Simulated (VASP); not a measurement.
An input for Ansatz (written as the equivalent of a VASP run, and not itself run):

Ansatz 0.2 input:
```yaml
crystal:
  lattice:
    - [0.0000000, 2.3053324, 2.3053324]
    - [2.3053324, 0.0000000, 2.3053324]
    - [2.3053324, 2.3053324, 0.0000000]
  atoms:
    - { symbol: Zr, position: [1.0000000, 1.0000000, 0.0000000] }
    - { symbol: C, position: [0.5000000, 0.5000000, 0.5000000] }
kpoints:
  mp_grid: { grid: [12, 12, 12] }
hamiltonian:
  xc: pbesol
  pseudopotentials: { kind: paw }
scf:
  occupations: { method: methfessel_paxton, width: 0.1 }
  max_iter: 100
relax:
  max_steps: 40
  f_tol: 0.01
  cell: { p_target: 10 }
output: { forces: true, stress: true, eigenvalues: true }
```

Task: Write the VASP files for the same calculation (PBEsol).

Result: This is not unique; one that fits is 
**INCAR**
```
! general
SYSTEM =ZrC
PREC   =Accurate
ENCUT  =600
LREAL  =.False.
LASPH  =.True.

! electronic loop
EDIFF  =1E-7
NELM   =100
ALGO   =Normal
LMAXMIX=4

! smearing
ISMEAR =1
SIGMA  =0.1

! functional
GGA    =PS

! ions
IBRION =2
NSW    =40
ISIF   =3
EDIFFG =-0.01
PSTRESS=100

! output
LWAVE  =.False.
LCHARG =.False.
```

**KPOINTS**
```
Automatic mesh
0
Gamma
12 12 12
0 0 0
```

File POSCAR:
```
ZrC
1
    0.0000000000     2.3053323506     2.3053323506
    2.3053323506     0.0000000000     2.3053323506
    2.3053323506     2.3053323506     0.0000000000
Zr C
1 1
Direct
  1.0000000000   1.0000000000   0.0000000000
  0.5000000000   0.5000000000   0.5000000000
```

POTCAR, in this order: Zr_sv C (PBE.64 set). Program: vasp_std.

What does not carry over: each code has its own PAW files, so the cut-off isn't converted (ENCUT is set for VASP's; basis.ecutwfc is left out, and Ansatz then takes the one that its files recommend); Ansatz stops its SCF on the density residual and VASP on the energy change (EDIFF).

The compound is ZrC in the rock salt structure. It was relaxed first under an external pressure of 10 GPa.
